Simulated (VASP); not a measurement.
Ga2SnO:

```
CELL_PARAMETERS angstrom
3.92500 0.00000 0.00000
0.00000 3.92500 0.00000
0.00000 0.00000 9.91600
ATOMIC_POSITIONS crystal
Ga 0.00000 0.50000 0.57594
Ga 0.50000 0.00000 0.42406
Ga 0.50000 0.00000 0.84681
Ga 0.00000 0.50000 0.15319
Sn 0.00000 0.50000 0.84944
Sn 0.50000 0.00000 0.15056
O 0.00000 0.00000 0.50000
O 0.50000 0.50000 0.50000
```

The cell was built by a generator and needn't be a form met in nature.

* Program: VASP 6.6.1
* Task: relaxation of cell and atoms
* Functional: PBE
* Potentials or basis: VASP PAW PBE potentials, release 64 (Ga_d, Sn_d, O)
* Cutoff: 520 eV
* k mesh: 8 × 8 × 4
* Occupations: gaussian, width 0.1 eV
* Spin: no spin polarisation

At the start: pressure 0.2 GPa; volume 19.10 Å³/atom.

**Question.** How do energy, volume and symmetry change on relaxing?

**Answer.** Over 26 steps the energy falls by 31.0 meV/atom and the volume is 19.51 Å³/atom (+2.1 %); space group P4/nmm (No. 129, to 0.05 Å).

The path:
```csv
step,energy change (eV),largest force (eV/Å),pressure (GPa),volume (Å³)
1,0.0000,0.4059,0.16,152.76
2,-0.0262,0.3993,-0.01,153.17
3,-0.0587,0.5670,-0.58,154.39
4,-0.0735,0.5524,-0.41,154.16
5,-0.1068,0.5128,0.23,153.47
6,-0.1240,0.4207,1.52,152.03
7,-0.1407,0.3917,1.35,152.48
8,-0.1799,0.3149,0.83,153.85
9,-0.2097,0.3584,-0.21,156.61
10,-0.2241,0.2800,-0.13,156.28
11,-0.2431,0.1528,0.17,155.25
12,-0.2461,0.0572,0.12,155.55
13,-0.2472,0.0515,0.08,155.90
14,-0.2476,0.0236,-0.04,156.21
15,-0.2476,0.0206,-0.09,156.32
16,-0.2478,0.0125,-0.02,156.16
17,-0.2478,0.0133,0.03,156.13
18,-0.2478,0.0129,-0.04,156.14
19,-0.2478,0.0118,0.03,156.05
20,-0.2478,0.0105,0.05,156.03
21,-0.2478,0.0117,0.01,156.04
22,-0.2478,0.0125,-0.02,156.07
23,-0.2479,0.0124,-0.03,156.09
24,-0.2479,0.0108,0.05,156.05
25,-0.2479,0.0130,-0.01,156.05
26,-0.2479,0.0099,0.00,156.04
```

Final structure:
```
Ga Sn O
1.0
     3.87646    0.00000    0.00000
     0.00000    3.87646    0.00000
     0.00000    0.00000   10.38428
Ga Sn O
4 2 2
Direct
  0.00000 0.50000 0.57652
  0.50000 0.00000 0.42348
  0.50000 0.00000 0.89032
  0.00000 0.50000 0.10968
  0.00000 0.50000 0.83482
  0.50000 0.00000 0.16518
  0.00000 0.00000 0.50000
  0.50000 0.50000 0.50000
```
